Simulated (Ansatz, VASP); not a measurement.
**One calculation of Hf4Br, two programs**

```xyz
5
Lattice="5.2587 0.0000 0.0000 0.0000 5.2587 0.0000 0.0000 0.0000 5.2587" Properties=species:S:1:pos:R:3 pbc="T T T"
Hf    2.6294    2.6294    2.6294
Hf    0.0000    2.6294    2.6294
Hf    2.6294    0.0000    2.6294
Hf    2.6294    2.6294    0.0000
Br    0.0000    0.0000    0.0000
```

Change from the starting cell: species swapped into the Mn4N type (Pm-3m, No. 221).

Alike in both runs: functional PBE; k mesh 8 × 8 × 8; occupations gaussian, width 0.1 eV; no spin polarisation.

Ansatz relaxed the structure, and its values are those at the end. VASP's run is a single point on that final structure, the one shown.

```csv
,VASP,Ansatz
version,VASP 6.6.1,Ansatz 0.2.0
potentials or method,"VASP PAW PBE potentials, release 64 (Hf_pv, Br)","scalar-relativistic, plane waves, PAW"
plane-wave cutoff (eV),520,420
valence electrons in the cell,47,111
```

Ansatz gave:

| Property | Result |
| --- | --- |
| gap on the k mesh at the Fermi level (eV) | none |
| pressure (GPa) | 0.0 |

What did VASP give for the same quantities?

gap on the k mesh at the Fermi level (eV): none; pressure (GPa): -0.3.

A gap of «none» marks a metal or a gap that the smearing closes. The two sets of potentials don't hold the same shells in valence.

Caveats: an odd number of electrons without spin polarisation forces a metal; a magnetic or distorted state may lie lower. The runs have no spin-orbit coupling, so splittings on Hf are missing.
